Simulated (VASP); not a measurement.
Consider the following.

```yaml
crystal:
  lattice:
    - [-2.54838, 2.54838, 1.34034]
    - [2.54838, -2.54838, 1.34034]
    - [2.54838, 2.54838, -1.34034]
  atoms:
    - { symbol: W, position: [0.75000, 0.25000, 0.50000] }
    - { symbol: W, position: [0.00000, 0.00000, 0.00000] }
```

Method: r2SCAN meta-GGA, VASP's PBE PAW potentials (set 64) (plane waves; VASP 6.6.1). Numerical set-up: 400 eV cut-off, 17×17×17 Γ-centred mesh, tetrahedra with Blöchl corrections, potentials W_sv.

Unless said otherwise, spin-orbit coupling is left out, though it shifts the bands of the heavy elements here.

Q: What does the run give for the energy per atom (σ→0), band gap (over mesh and band path) with the smallest direct gap where there is one?

A: 
The band gap (over mesh and band path) is none (metal, semimetal or under 0.01 eV). The energy per atom (σ→0) is -50.142 eV/atom.

Total energies compare only between runs with the same potentials, cut-off and functional.

The structure was generated: W was put into the beta-Sn type (I4_1/amd), which need not be its known phase. It was relaxed first, which changed the volume by +5 %.
